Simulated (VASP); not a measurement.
Input:

```xyz
4
Lattice="3.5515 0.0000 0.0000 0.0000 3.5122 0.0000 0.0000 0.0000 3.6152" Properties=species:S:1:pos:R:3 pbc="T T T"
Fe     0.0000     0.0000     0.0000
Ni     0.0000     1.7561     1.8076
Ni     1.7757     0.0000     1.8076
Ni     1.8340     1.7561     0.0000
```
Starting moments (μB, in the order of the record's atoms Fe Ni Ni Ni): 3.0 0.7 0.7 0.7.

Calculation: PBE GGA + U (Dudarev), VASP's PBE PAW potentials (set 64) (plane waves; VASP). Settings: 400 eV cut-off, 8×8×8 Γ-centred mesh, first-order Methfessel-Paxton smearing of 0.10 eV, potentials Fe Ni, U − J: Fe 8.00 eV, Ni 8.00 eV.

Estimate the cell moment, energy per atom (σ→0), pressure, largest force, band gap (on the k-mesh) with the smallest direct gap where there is one.

| Item | Value |
|---|---|
| band gap (on the k-mesh) | none (metal, semimetal or under 0.01 eV) |
| cell moment | 6.17 μB |
| energy per atom (σ→0) | -1.707 eV/atom |
| pressure | -2.16 GPa |
| largest force | 0.00964 Ha/bohr |

Give the moment on each site (PAW-sphere projection).

```
site  moment (μB)
----  -----------
Fe1          3.85
Ni2          0.86
Ni3          0.83
Ni4          0.90
```

Only differences to runs with the same potentials and settings are physical.

The compound is Ni3Fe in the L1_2 structure. The cell was not relaxed at this level, atoms are displaced from their ideal sites. The run is one of a series of settings (LDAU = .TRUE., LDAUJ = 0 0, LDAUL = 2 2, LDAUTYPE = 2, LDAUU = 8.0 8.0 against the base run), some of them coarse on purpose.
